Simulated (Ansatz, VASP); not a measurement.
GaGe3 in VASP and in Ansatz

Contents of INCAR:

```
  PREC = Accurate
  ENCUT = 520
  EDIFF = 1E-6
  ISMEAR = -1
  SIGMA = 0.15
  LREAL = F
  LASPH = T
  NELM = 60
  ALGO = Normal
  ISIF = 2
  LWAVE = F
  LCHARG = F
  GGA = PE
  NBANDS = 36
```

KPOINTS

```
Automatic mesh
0
Gamma
  6 6 6
```

Contents of POSCAR:

```
GaGe3
1.0
    4.2784700000      0.0000000000      0.0000000000
    0.0000000000      4.2784700000      0.0000000000
    0.0000000000      0.0000000000      4.2784700000
Ga Ge
1 3
Direct
    0.0000000000      0.0000000000      0.0000000000
    0.0000000000      0.5000000000      0.5000000000
    0.5000000000      0.0000000000      0.5000000000
    0.5000000000      0.5000000000     -0.0116864206
```

Input for Ansatz:

```yaml
crystal:
  lattice:
    - [4.27847, 0.0, 0.0]
    - [0.0, 4.27847, 0.0]
    - [0.0, 0.0, 4.27847]
  atoms:
    - { symbol: Ga, position: [0.0, 0.0, 0.0] }
    - { symbol: Ge, position: [0.0, 0.5, 0.5] }
    - { symbol: Ge, position: [0.5, 0.0, 0.5] }
    - { symbol: Ge, position: [0.5, 0.5, -0.011686420612976133] }
basis:
  ecutwfc: 470.0
kpoints:
  mp_grid:
    grid: [6, 6, 6]
hamiltonian:
  xc: pbe
scf:
  max_iter: 85
  occupations:
    method: fermi_dirac
    width: 0.15
output:
  forces: true
```

The cell comes from a database or a generator and needn't be the stable form of this composition.

Alike in both runs: task single point; functional PBE; k mesh 6 × 6 × 6; occupations fermi-dirac, width 0.15 eV; no spin polarisation.

|  | VASP | Ansatz |
| --- | --- | --- |
| version | VASP 6.6.1 | Ansatz 0.2.0 |
| potentials or method | VASP PAW PBE potentials, release 64 (Ga_d, Ge_d) | plane waves, PAW |
| plane-wave cutoff (eV) | 520 | 470 |
| valence electrons in the cell | 55 | 55 |

Ansatz gave:

```
rms of the force components (eV/Å) : 0.018
```

Question: Which values does VASP return?

Answer: rms of the force components (eV/Å): 0.019.

Atom by atom the forces differ by 0.001 eV/Å (rms over components). The functional is the same, so the differences come from potentials, cutoffs and numerics.
